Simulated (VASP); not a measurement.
# TaAlO3 (P6_3/mmc) in VASP: density of states with PBE

Aim: the density of states of TaAlO3 with PBE.

Everything below comes from runs of VASP 6.6.1. Logs are shortened: lines on timing, memory, paths and dates and some standing lists are left out, and cuts for length are marked.

**1. The crystal as given**

The structure is hexagonal, space group P6_3/mmc (No. 194). The conventional cell has a = 3.037 Å, b = 3.037 Å, c = 13.154 Å, α = 90.00°, β = 90.00°, γ = 120.00°. Ta (site symmetry -3m) has 6 O at 2.20 Å as nearest neighbours. Around Al (site symmetry -6m2) lie 5 O at 1.75 to 1.96 Å. Around O (site symmetry 3m) lie 1 Al at 1.96 Å and 3 Ta at 2.20 Å. Around O (site symmetry -6m2) lie 3 Al at 1.75 Å.

The cell was built by a generator and needn't be a form met in nature.

**2. Density of states, PBE**

POSCAR reads:

```
TaAlO3
1.0
    3.0365990000      0.0000000000      0.0000000000
   -1.5182990000      2.6297720000      0.0000000000
    0.0000000000      0.0000000000     13.1538600000
Ta Al O
2 2 6
Direct
    0.0000000000      0.0000000000      0.5000000000
    0.0000000000      0.0000000000      0.0000000000
    0.3333330000      0.6666670000      0.2500000000
    0.6666670000      0.3333330000      0.7500000000
    0.3333330000      0.6666670000      0.1006530000
    0.3333330000      0.6666670000      0.3993470000
    0.0000000000      0.0000000000      0.2500000000
    0.6666670000      0.3333330000      0.8993470000
    0.6666670000      0.3333330000      0.6006530000
    0.0000000000      0.0000000000      0.7500000000
```

INCAR.step1 reads:

```
SYSTEM = TaAlO3
PREC     = Accurate       ! precision mode
ENCUT    = 520            ! plane-wave cutoff, eV
EDIFF    = 1E-7           ! SCF threshold, eV
ISMEAR   = 0              ! smearing method
SIGMA    = 0.1            ! smearing width, eV
LREAL    = .FALSE.        ! projectors in reciprocal space
LASPH    = .TRUE.         ! aspherical terms in the spheres
NELM     = 80             ! most SCF steps
ALGO     = Normal         ! electronic algorithm
ISIF     = 2              ! what is computed and relaxed
LWAVE    = .FALSE.        ! write WAVECAR
LCHARG   = .TRUE.         ! write CHGCAR
LMAXMIX  = 4              ! l up to which the mixer works
GGA      = PE             ! functional
KPAR     = 4
```

KPOINTS.step1 reads:

```
regular mesh
0
G
  12 12 4
  0 0 0
```

INCAR.step2 reads:

```
SYSTEM = TaAlO3
PREC     = Accurate       ! precision mode
ENCUT    = 520            ! plane-wave cutoff, eV
EDIFF    = 1E-7           ! SCF threshold, eV
ISMEAR   = -5             ! smearing method
SIGMA    = 0.1            ! smearing width, eV
LREAL    = .FALSE.        ! projectors in reciprocal space
LASPH    = .TRUE.         ! aspherical terms in the spheres
NELM     = 80             ! most SCF steps
ALGO     = Normal         ! electronic algorithm
ISIF     = 2              ! what is computed and relaxed
LWAVE    = .FALSE.        ! write WAVECAR
LCHARG   = .FALSE.        ! write CHGCAR
LMAXMIX  = 4              ! l up to which the mixer works
GGA      = PE             ! functional
LORBIT   = 11             ! projections on sites
KPAR     = 4            
NEDOS    = 2001           ! points of the DOS
ICHARG   = 11             ! starting density
```

KPOINTS.step2 reads:

```
regular mesh
0
G
  18 18 6
  0 0 0
```

Potentials or basis: VASP PAW PBE potentials, release 64 (Ta_pv, Al, O).

Started as:

```console
$ cat potpaw_PBE.64/Ta_pv/POTCAR potpaw_PBE.64/Al/POTCAR potpaw_PBE.64/O/POTCAR > POTCAR
$ cp INCAR.step1 INCAR
$ cp KPOINTS.step1 KPOINTS
$ mpirun -np 4 vasp_std > vasp.out
$ cp INCAR.step2 INCAR
$ cp KPOINTS.step2 KPOINTS
$ mpirun -np 4 vasp_std > vasp.out
```

OUTCAR:

```text
SYSTEM = TaAlO3
   PREC = Accurate
   ENCUT = 520
   EDIFF = 1E-7
   ISMEAR = -5
   LREAL = .FALSE.
   LASPH = .TRUE.
   NELM = 80
   ISIF = 2
   GGA = PE
   LORBIT = 11
   ICHARG = 11

 ion  position               nearest neighbor table
   1  0.000  0.000  0.500-   6 2.20   9 2.20   6 2.20   9 2.20   9 2.20   6 2.20
   2  0.000  0.000  0.000-   5 2.20   8 2.20   5 2.20   8 2.20   8 2.20   5 2.20
   3  0.333  0.667  0.250-   7 1.75   7 1.75   7 1.75   5 1.96   6 1.96
   4  0.667  0.333  0.750-  10 1.75  10 1.75  10 1.75   8 1.96   9 1.96
   5  0.333  0.667  0.101-   3 1.96   2 2.20   2 2.20   2 2.20
   6  0.333  0.667  0.399-   3 1.96   1 2.20   1 2.20   1 2.20
   7  0.000  0.000  0.250-   3 1.75   3 1.75   3 1.75
   8  0.667  0.333  0.899-   4 1.96   2 2.20   2 2.20   2 2.20
   9  0.667  0.333  0.601-   4 1.96   1 2.20   1 2.20   1 2.20
  10  0.000  0.000  0.750-   4 1.75   4 1.75   4 1.75

  LATTYP: Found a hexagonal cell.
 ALAT       =     3.0365990000
 C/A-ratio  =     4.3317738035

  Lattice vectors:

 A1 = (   3.0365990000,   0.0000000000,   0.0000000000)
 A2 = (  -1.5182990000,   2.6297720000,   0.0000000000)
 A3 = (   0.0000000000,   0.0000000000,  13.1538600000)

Analysis of symmetry for initial positions (statically):
=====================================================================
 Subroutine PRICEL returns:
 Original cell was already a primitive cell.

 Routine SETGRP: Setting up the symmetry group for a
 hexagonal supercell.

 Subroutine GETGRP returns: Found 24 space group operations
 (whereof 12 operations were pure point group operations)
 out of a pool of 24 trial point group operations.

The static configuration has the point symmetry D_3d.
 The point group associated with its full space group is D_6h.

Analysis of symmetry for dynamics (positions and initial velocities):
=====================================================================
 Subroutine PRICEL returns:
 Original cell was already a primitive cell.

 Routine SETGRP: Setting up the symmetry group for a
 hexagonal supercell.

 Subroutine GETGRP returns: Found 24 space group operations
 (whereof 12 operations were pure point group operations)
 out of a pool of 24 trial point group operations.

The dynamic configuration has the point symmetry D_3d.
 The point group associated with its full space group is D_6h.

[... 132 lines left out ...]
   EFERMI_NEDOS =   21; number of points for ismear=-14 and -15
   IALGO  =     38    algorithm
   IMIX   =      4    mixing-type and parameters
     AMIX     =   0.40;   BMIX     =  1.00
     AMIX_MAG =   1.60;   BMIX_MAG =  1.00
  volume/ion in A,a.u.               =      10.50        70.89
  Fermi-wavevector in a.u.,A,eV,Ry     =   1.387869  2.622693 26.207286  1.926181
  Thomas-Fermi vector in A             =   2.512049
   LORBIT       =     11    0 simple, 1 ext, 2 COOP (PROOUT), +10 PAW based schemes
   GGA     = PE    functional components
   LHFCALC =     F    Hartree Fock is set to
   AEXX    =    0.0000 exact exchange contribution
   IVDW    =     0    specifies the selected vdW correction
   LEPSILON=     F    determine dielectric tensor
   LRPA    =     F    only Hartree local field effects (RPA)
 non-spin polarized calculation
 Fermi weights with tetrahedron method with Bloechl corrections
  energy-cutoff  :      520.00
  volume of cell :      105.04
 maximum number of plane-waves:      2868
 NGX is ok and might be reduce to    24

 number of electron      64.0000012 magnetization

 Free energy of the ion-electron system (eV)
  ---------------------------------------------------
  ext. energy  EPLUGINS =         0.00000000
  ---------------------------------------------------
  free energy    TOTEN  =       -85.32148337 eV

  energy without entropy =      -85.32148337  energy(sigma->0) =      -85.32148337

 E-fermi :   7.7435     XC(G=0): -11.6495

 val. band max:        7.7323326509   @ k =   0.1667   0.1111   0.3333
 cond. band min:       7.7512130376   @ k =   0.1667   0.1111   0.5000
 fundamental gap:      0.0188803867
 Fermi energy:         7.7434624045

 k-point     1 :       0.0000    0.0000    0.0000
  band No.  band energies     occupation
      1     -28.2005      2.00000
      2     -28.2004      2.00000
      3     -27.8636      2.00000
      4     -27.8636      2.00000
      5     -27.8636      2.00000
      6     -27.8636      2.00000
[... 973 lines left out ...]
     37      11.6713      0.00000
     38      11.9569      0.00000

 [... further k-points ...]
[... 5 lines left out ...]
  --------------------------------------------------------------------------------------
  -------------------------------------------------------------------------------------
  Total       -0.0402821     -0.0402821      0.0298550     -0.0000000     -0.0000000      0.0000000
  in kB       -0.6144182     -0.6144182      0.4553748     -0.0000001     -0.0000000      0.0000000
  external PRESSURE =      -0.2578205 kB  Pullay stress =       0.0000000 kB

 VOLUME and BASIS-vectors are now :
 -----------------------------------------------------------------------------
  energy-cutoff  :      520.00
  volume of cell :      105.04
      direct lattice vectors                 reciprocal lattice vectors
     3.036599000  0.000000000  0.000000000     0.329315790  0.190130489  0.000000000
    -1.518299000  2.629772000  0.000000000     0.000000000  0.380261102  0.000000000
     0.000000000  0.000000000 13.153860000     0.000000000  0.000000000  0.076023312

 POSITION                                       TOTAL-FORCE (eV/Angst)
 -----------------------------------------------------------------------------------
      0.00000      0.00000      6.57693         0.000000     -0.000000     -0.000000
      0.00000      0.00000      0.00000         0.000000     -0.000000     -0.000000
     -0.00000      1.75318      3.28846         0.000000     -0.000000     -0.000000
      1.51830      0.87659      9.86539         0.000000     -0.000000     -0.000000
     -0.00000      1.75318      1.32398         0.000000     -0.000000     -0.007906
     -0.00000      1.75318      5.25295         0.000000      0.000000      0.007906
      0.00000      0.00000      3.28846         0.000000     -0.000000     -0.000000
      1.51830      0.87659     11.82988        -0.000000     -0.000000      0.007906
      1.51830      0.87659      7.90091        -0.000000      0.000000     -0.007906
      0.00000      0.00000      9.86539         0.000000     -0.000000     -0.000000
 -----------------------------------------------------------------------------------
    total drift:                                0.000000     -0.000000      0.000000

  FREE ENERGIE OF THE ION-ELECTRON SYSTEM (eV)
  ---------------------------------------------------
  free  energy   TOTEN  =       -85.3214833719 eV

  energy  without entropy=      -85.3214833719  energy(sigma->0) =      -85.32148337

 total charge

# of ion       s       p       d       tot
------------------------------------------
    1        0.255   6.175   2.310   8.739
    2        0.255   6.175   2.310   8.739
    3        0.337   0.438   0.000   0.775
    4        0.337   0.438   0.000   0.775
    5        1.553   3.497   0.000   5.050
    6        1.553   3.497   0.000   5.050
    7        1.553   3.702   0.000   5.256
    8        1.553   3.497   0.000   5.050
    9        1.553   3.497   0.000   5.050
   10        1.553   3.702   0.000   5.256
--------------------------------------------------
tot         10.502  34.620   4.619  49.741
```

Run time: 2.3 min. Hardware: 4 MPI ranks of Intel Xeon Platinum 8259CL at 2.50GHz (Skylake/Cascade Lake), shared host; peak memory 0.56 GiB.

Results:

* Valence electrons inside the program's atomic spheres: Ta 8.74; Al 0.78; O 5.05, 5.26

States per cell in windows of 1 eV (zero at the Fermi level; states under -8 eV left out):
```csv
from (eV),total,Ta1_d,Ta2_d,O5_p,O6_p,O8_p,O9_p
-8.0,7.22,0.19,0.19,0.49,0.49,0.49,0.49
-7.0,6.70,0.31,0.31,0.69,0.69,0.69,0.69
-6.0,7.80,0.36,0.36,1.01,1.01,1.01,1.01
-5.0,6.82,0.12,0.12,0.77,0.77,0.77,0.77
-4.0,0.22,0.00,0.00,0.02,0.02,0.02,0.02
-3.0,0.00,0.00,0.00,0.00,0.00,0.00,0.00
-2.0,1.43,0.40,0.40,0.05,0.05,0.05,0.05
-1.0,2.60,0.73,0.73,0.11,0.11,0.11,0.11
0.0,2.61,0.82,0.82,0.08,0.08,0.08,0.08
1.0,1.81,0.59,0.59,0.04,0.04,0.04,0.04
2.0,3.00,0.91,0.91,0.05,0.05,0.05,0.05
3.0,3.55,1.02,1.02,0.06,0.06,0.06,0.06
4.0,1.03,0.26,0.26,0.02,0.02,0.02,0.02
5.0,0.00,0.00,0.00,0.00,0.00,0.00,0.00
```

Caveat: tetrahedron occupations give inexact forces and stress in metals.
